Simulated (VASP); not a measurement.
Consider the following.

```
CELL_PARAMETERS angstrom
      2.80965     0.00000     0.00000
      0.00000     2.80965     0.00000
      0.00000     0.00000     3.85727
ATOMIC_POSITIONS crystal
  Fe 0.00000 0.00000 0.00000
  Pt 0.50000 0.50000 0.50000
```
Starting moments (μB, in the order of the record's atoms Fe Pt): 2.9 0.3.

The numbers are results of vdW-DF2, VASP's PBE PAW potentials (set 64) (plane waves; VASP), not measurements. Run with 520 eV cut-off, Gaussian smearing of 0.050 eV, potentials Fe Pt.

Question: Give the spin-up energies of bands 1 to 13 at the high-symmetry points, in eV from the Fermi level.

Answer: 
| band | Γ | X | M | Z | R | A |
|---|---|---|---|---|---|---|
| 1 | -8.55 | -5.34 | -5.91 | -6.79 | -5.68 | -5.19 |
| 2 | -5.47 | -4.13 | -4.97 | -5.01 | -5.67 | -4.16 |
| 3 | -5.31 | -3.83 | -4.95 | -4.91 | -3.24 | -4.16 |
| 4 | -3.03 | -3.68 | -4.95 | -3.12 | -3.18 | -3.57 |
| 5 | -3.03 | -3.03 | -1.33 | -2.46 | -3.06 | -3.07 |
| 6 | -2.58 | -3.01 | -0.98 | -2.36 | -2.75 | -3.07 |
| 7 | -1.92 | -2.35 | -0.56 | -2.08 | -1.14 | -2.13 |
| 8 | -1.80 | -2.25 | -0.53 | -2.08 | -0.84 | -1.60 |
| 9 | -0.56 | -1.94 | -0.53 | -1.90 | -0.55 | -0.97 |
| 10 | -0.45 | -1.46 | 0.39 | -1.90 | -0.45 | 0.40 |
| 11 | -0.45 | 0.18 | 1.97 | -1.70 | -0.01 | 6.68 |
| 12 | 2.48 | 1.76 | 1.97 | -0.81 | 0.10 | 6.68 |
| 13 | 8.67 | 10.06 | 6.82 | 15.56 | 4.08 | 7.06 |

Question: Give the spin-down energies of bands 1 to 13 at the high-symmetry points, in eV from the Fermi level.

Answer: 
```json
[
 {"band": "1", "Γ": "-8.49", "X": "-5.26", "M": "-5.57", "Z": "-6.77", "R": "-5.37", "A": "-5.05"},
 {"band": "2", "Γ": "-4.95", "X": "-3.95", "M": "-4.27", "Z": "-4.68", "R": "-5.22", "A": "-4.00"},
 {"band": "3", "Γ": "-4.95", "X": "-3.64", "M": "-4.27", "Z": "-4.67", "R": "-2.54", "A": "-4.00"},
 {"band": "4", "Γ": "-2.06", "X": "-2.95", "M": "-4.04", "Z": "-2.24", "R": "-2.46", "A": "-1.49"},
 {"band": "5", "Γ": "-2.06", "X": "-2.15", "M": "0.78", "Z": "-1.66", "R": "-1.92", "A": "-1.33"},
 {"band": "6", "Γ": "-0.76", "X": "-1.22", "M": "1.09", "Z": "-1.66", "R": "-0.40", "A": "-1.11"},
 {"band": "7", "Γ": "-0.72", "X": "-0.97", "M": "1.40", "Z": "-1.25", "R": "-0.03", "A": "-1.11"},
 {"band": "8", "Γ": "0.49", "X": "-0.69", "M": "1.42", "Z": "-0.58", "R": "0.12", "A": "0.72"},
 {"band": "9", "Γ": "1.41", "X": "0.59", "M": "1.46", "Z": "0.21", "R": "0.75", "A": "0.78"},
 {"band": "10", "Γ": "1.41", "X": "0.61", "M": "1.46", "Z": "0.39", "R": "1.24", "A": "1.41"},
 {"band": "11", "Γ": "1.54", "X": "2.06", "M": "2.01", "Z": "0.39", "R": "1.33", "A": "7.21"},
 {"band": "12", "Γ": "2.58", "X": "2.23", "M": "2.01", "Z": "1.35", "R": "1.47", "A": "7.21"},
 {"band": "13", "Γ": "9.38", "X": "10.61", "M": "7.50", "Z": "15.75", "R": "4.93", "A": "7.53"}
]
```

It has no gap at this level: it comes out as a metal or semimetal.

The compound is FePt in the L1_0 structure. It was relaxed first, which changed the volume by +11 %.
